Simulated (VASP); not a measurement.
Given:

```
CELL_PARAMETERS angstrom
      3.56496     0.00000     0.00000
     -1.78248     3.08734     0.00000
      0.00000     0.00000    16.02189
ATOMIC_POSITIONS crystal
  Ga 0.33333 0.66667 0.32589
  Ga 0.66667 0.33333 0.67411
  Ga 0.66667 0.33333 0.82589
  Ga 0.33333 0.66667 0.17411
  S  0.33333 0.66667 0.89371
  S  0.66667 0.33333 0.10629
  S  0.66667 0.33333 0.39371
  S  0.33333 0.66667 0.60629
```

These are PBEsol GGA, VASP's PBE PAW potentials (set 64) (plane waves; VASP 6.6.1) values and carry that method's errors. Numerical set-up: 400 eV cut-off, 8×8×2 Γ-centred mesh, tetrahedra with Blöchl corrections, potentials Ga_d S.

The cores are frozen, which limits the accuracy of field gradients. Without a dispersion term in the relaxation, distances and binding between the weakly bound layers, chains or molecules are unreliable, and so is what depends on them.

Task: Give the principal components of the electric field gradient (V/Å²) and the asymmetry η at each nucleus.

Result: 
```
atom   Vxx   Vyy    Vzz     η
----  ----  ----  -----  ----
Ga1   37.4  37.4  -74.8  0.00
Ga2   37.4  37.4  -74.8  0.00
Ga3   37.4  37.4  -74.8  0.00
Ga4   37.4  37.4  -74.8  0.00
S5    26.3  26.3  -52.6  0.00
S6    26.3  26.3  -52.6  0.00
S7    26.3  26.3  -52.6  0.00
S8    26.3  26.3  -52.6  0.00
```

The structure comes from a computed database's GaS entry (P6_3/mmc); how it stands against other phases isn't given here. It was relaxed first.
